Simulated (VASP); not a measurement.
```yaml
crystal:
  lattice:
    - [1.64730, -2.85321, 0.00000]
    - [1.64730, 2.85321, 0.00000]
    - [0.00000, 0.00000, 5.25300]
  atoms:
    - { symbol: Zr, position: [0.33333, 0.66667, 0.25000] }
    - { symbol: Zr, position: [0.66667, 0.33333, 0.75000] }
```

Level of theory: PBE GGA, VASP's PBE PAW potentials (set 64) (plane waves; VASP). Numerical set-up: 400 eV cut-off, 12×12×6 Γ-centred mesh, second-order Methfessel-Paxton smearing of 0.30 eV, potentials Zr_sv.

**Question.** Give the stress tensor in GPa (positive for a compressed cell).

**Answer.** 
```
-4.73   0.00   0.00
 0.00  -4.73   0.00
 0.00   0.00  -4.88
```
The pressure is its mean diagonal, -4.78 GPa.

The compound is Zr in the hcp structure. The cell was not relaxed at this level. The run is one of a series of settings (ISMEAR = 2, SIGMA = 0.3 against the base run), some of them coarse on purpose.
